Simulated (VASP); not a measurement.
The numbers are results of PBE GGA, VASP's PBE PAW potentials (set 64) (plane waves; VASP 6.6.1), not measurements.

Input for VASP

POSCAR:
```
AlN
1
    0.0000000000     2.1900000000     2.1900000000
    2.1900000000     0.0000000000     2.1900000000
    2.1900000000     2.1900000000     0.0000000000
Al N
1 1
Direct
  0.0000000000   0.0000000000   0.0000000000
  0.7500000000   0.7500000000   0.7500000000
```

**KPOINTS**
```
kpoints
0
Gamma
9 9 9
```

### INCAR
```
SYSTEM = AlN
PREC = Accurate; ENCUT = 530; LREAL = .FALSE.
LASPH = .TRUE.
EDIFF = 1E-6; NELM = 100; ALGO = Normal
ISMEAR = 0; SIGMA = 0.05
GGA = PE
IBRION = 2; NSW = 60; ISIF = 3
EDIFFG = -0.01
LWAVE = .FALSE.; LCHARG = .FALSE.
```

POTCAR, in this order: Al N (PBE.64 set). Program: vasp_std.

Output of the run:

### OUTCAR
```
 ion  position               nearest neighbor table
   1  0.000  0.000  0.000-   2 1.90   2 1.90   2 1.90   2 1.90
   2  0.750  0.750  0.750-   1 1.90   1 1.90   1 1.90   1 1.90
  LATTYP: Found a face centered cubic cell.
 ALAT       =     4.3800000000
 Subroutine PRICEL returns:
 Original cell was already a primitive cell.
 Subroutine GETGRP returns: Found 24 space group operations
The static configuration has the point symmetry T_d .
The dynamic configuration has the point symmetry T_d .
 Subroutine INISYM returns: Found 24 space group operations
 Subroutine IBZKPT returns following result:
 Found     35 irreducible k-points:

 Following reciprocal coordinates:
            Coordinates               Weight
  0.000000  0.000000  0.000000      1.000000
  0.111111  0.000000  0.000000      8.000000
  0.222222  0.000000  0.000000      8.000000
  0.333333  0.000000  0.000000      8.000000
  0.444444  0.000000  0.000000      8.000000
  0.111111  0.111111  0.000000      6.000000
  0.222222  0.111111  0.000000     24.000000
  0.333333  0.111111  0.000000     24.000000
  0.444444  0.111111  0.000000     24.000000
 -0.444444  0.111111  0.000000     24.000000
 -0.333333  0.111111  0.000000     24.000000
 -0.222222  0.111111  0.000000     24.000000
 -0.111111  0.111111  0.000000     12.000000
  0.222222  0.222222  0.000000      6.000000
  0.333333  0.222222  0.000000     24.000000
  0.444444  0.222222  0.000000     24.000000
 -0.444444  0.222222  0.000000     24.000000
 -0.333333  0.222222  0.000000     24.000000
 -0.222222  0.222222  0.000000     12.000000
  0.333333  0.333333  0.000000      6.000000
  0.444444  0.333333  0.000000     24.000000
 -0.444444  0.333333  0.000000     24.000000
 -0.333333  0.333333  0.000000     12.000000
  0.444444  0.444444  0.000000      6.000000
...
```

### OSZICAR
```
       N       E                     dE             d eps       ncg     rms          rms(c)
DAV:   1     0.116299399337E+02    0.11630E+02   -0.41972E+03   592   0.853E+02
DAV:   2    -0.165950368917E+02   -0.28225E+02   -0.27357E+02   720   0.148E+02
DAV:   3    -0.172071997938E+02   -0.61216E+00   -0.61216E+00   664   0.280E+01
DAV:   4    -0.172093423793E+02   -0.21426E-02   -0.21426E-02   824   0.155E+00
DAV:   5    -0.172093460713E+02   -0.36920E-05   -0.36920E-05   688   0.489E-02    0.858E+00
DAV:   6    -0.148595194198E+02    0.23498E+01   -0.13547E+01   600   0.238E+01    0.291E+00
DAV:   7    -0.148505729060E+02    0.89465E-02   -0.10561E-01   584   0.339E+00    0.199E+00
DAV:   8    -0.148446727038E+02    0.59002E-02   -0.18730E-02   632   0.190E+00    0.410E-01
DAV:   9    -0.148443606940E+02    0.31201E-03   -0.83168E-04   776   0.231E-01    0.206E-01
DAV:  10    -0.148444680453E+02   -0.10735E-03   -0.25950E-04   616   0.140E-01    0.314E-02
DAV:  11    -0.148444668738E+02    0.11715E-05   -0.55033E-06   688   0.189E-02    0.140E-02
DAV:  12    -0.148444670513E+02   -0.17746E-06   -0.10487E-06   496   0.100E-02
   1 F= -.14844467E+02 E0= -.14844467E+02  d E =-.148445E+02
       N       E                     dE             d eps       ncg     rms          rms(c)
DAV:   1    -0.148621960869E+02   -0.17729E-01   -0.43262E-01   560   0.603E+00    0.899E-01
DAV:   2    -0.148453648593E+02    0.16831E-01   -0.10205E-01   576   0.216E+00    0.198E-01
DAV:   3    -0.148452115019E+02    0.15336E-03   -0.11807E-03   648   0.377E-01    0.736E-02
DAV:   4    -0.148451009441E+02    0.11056E-03   -0.59412E-05   720   0.714E-02    0.299E-02
DAV:   5    -0.148450865274E+02    0.14417E-04   -0.13216E-05   600   0.324E-02    0.158E-02
DAV:   6    -0.148450861404E+02    0.38705E-06   -0.14619E-07   304   0.406E-03
   2 F= -.14845086E+02 E0= -.14845086E+02  d E =-.619089E-03
       N       E                     dE             d eps       ncg     rms          rms(c)
DAV:   1    -0.148509226112E+02   -0.58361E-02   -0.95626E-02   560   0.286E+00    0.422E-01
DAV:   2    -0.148472329291E+02    0.36897E-02   -0.21980E-02   576   0.100E+00    0.958E-02
DAV:   3    -0.148471979657E+02    0.34963E-04   -0.27791E-04   648   0.182E-01    0.352E-02
DAV:   4    -0.148471749772E+02    0.22988E-04   -0.12648E-05   712   0.331E-02    0.151E-02
DAV:   5    -0.148471725837E+02    0.23935E-05   -0.30258E-06   560   0.158E-02    0.750E-03
DAV:   6    -0.148471727340E+02   -0.15034E-06   -0.33873E-08   304   0.199E-03
   3 F= -.14847173E+02 E0= -.14847173E+02  d E =-.270568E-02
```

### OUTCAR
```
------------------------ aborting loop because EDIFF is reached ----------------------------------------
  FORCE on cell =-STRESS in cart. coord.  units (eV):
  Direction    XX          YY          ZZ          XY          YZ          ZX
  --------------------------------------------------------------------------------------
  Total        0.0005335      0.0005335      0.0005335      0.0000000      0.0000000      0.0000000
  in kB        0.0401047      0.0401047      0.0401047      0.0000000      0.0000000      0.0000000
  external PRESSURE =       0.0401047 kB  Pullay stress =       0.0000000 kB
  volume of cell :       21.31
      direct lattice vectors                 reciprocal lattice vectors
    -0.000000000  2.200571224  2.200571224    -0.227213732  0.227213732  0.227213732
     2.200571224  0.000000000  2.200571224     0.227213732 -0.227213732  0.227213732
     2.200571224  2.200571224 -0.000000000     0.227213732  0.227213732 -0.227213732
  FREE ENERGIE OF THE ION-ELECTRON SYSTEM (eV)
  ---------------------------------------------------
  free  energy   TOTEN  =       -14.8471727340 eV

  energy  without entropy=      -14.8471727340  energy(sigma->0) =      -14.84717273

 reached required accuracy - stopping structural energy minimisation
```
(Selected blocks of OUTCAR.)

File CONTCAR:
```
AlN
   1.00000000000000
    -0.0000000000000000    2.2005712240973527    2.2005712240973527
     2.2005712240973527    0.0000000000000000    2.2005712240973527
     2.2005712240973527    2.2005712240973527   -0.0000000000000000
  Al              N
     1     1
Direct
     0.0000000000000000    0.0000000000000000    0.0000000000000000
     0.7500000000000000    0.7500000000000000    0.7500000000000000
```

The compound is AlN in the zinc blende structure, a metastable form; wurtzite is the usual one. This run relaxes it. Symmetry was kept, so distortions that lower it aren't found.
